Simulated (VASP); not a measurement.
A cell of AuAl2 (fluorite) near equilibrium:

```
Al2Au
1.0
    0.00000     2.99697     2.99697
    2.99697     0.00000     2.99697
    2.99697     2.99697     0.00000
Al Au
2 1
Direct
  0.25000   0.25000   0.25000
  0.75000   0.75000   0.75000
  0.00000   0.00000   0.00000
```

Level of theory: PBEsol GGA, VASP's PBE PAW potentials (set 64) (plane waves; VASP).

| run | ΔE (meV/atom) | σxx | σyy | σzz | largest shear component, with its sign (GPa) | largest force (eV/Å) |
|---|---|---|---|---|---|---|
| as it is | 0.0 | 0.17 | 0.17 | 0.17 | 0.00 | 0.000 |
| after one change | 51.1 | 12.70 | 10.01 | 12.70 | 0.00 | 0.000 |
Stress is in GPa, positive when the cell is compressed.

Task: Which change was made?
A. biaxial strain of -4.0 % in the xz plane
B. atom 3 (Au) moved by -0.025 Å along z
C. biaxial strain of -1.5 % in the yz plane
D. atom 1 (Al) moved by -0.050 Å along x

Result: A, biaxial strain of -4.0 % in the xz plane

The compound is AuAl2 in the fluorite structure. The electron count is odd and the run is not spin-polarised, which forces a metal.
